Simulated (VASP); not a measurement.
Ba:

```
Ba
1.0
    -2.51250    2.51250    2.51250
     2.51250   -2.51250    2.51250
     2.51250    2.51250   -2.51250
Ba
1
Cartesian
  0.0000 0.0000 0.0000
```

- Program: VASP 6.6.1
- Task: relaxation of cell and atoms
- Functional: PBEsol
- Potentials or basis: VASP PAW PBE potentials, release 64 (Ba_sv)
- Cutoff: 480 eV
- k mesh: 12 × 12 × 12
- Occupations: gaussian, width 0.1 eV
- Spin: no spin polarisation

At the start: pressure -0.7 GPa; volume 63.44 Å³/atom.

Task: Where does the relaxation end?

Result: Over 3 steps the energy falls by 10.7 meV/atom and the volume is 58.44 Å³/atom (-7.9 %); space group Im-3m (No. 229, to 0.05 Å).

The path:
| step | energy change (eV) | largest force (eV/Å) | pressure (GPa) | volume (Å³) |
| --- | --- | --- | --- | --- |
| 1 | 0.0000 | 0.0000 | -0.66 | 63.44 |
| 2 | -0.0077 | 0.0000 | -0.37 | 61.07 |
| 3 | -0.0107 | 0.0000 | 0.01 | 58.44 |

Final structure:
```
CELL_PARAMETERS angstrom
-2.44459 2.44459 2.44459
2.44459 -2.44459 2.44459
2.44459 2.44459 -2.44459
ATOMIC_POSITIONS crystal
Ba 0.00000 0.00000 0.00000
```

Caveat: the PAW data sets were made with another functional, which shifts forces and pressure a little.
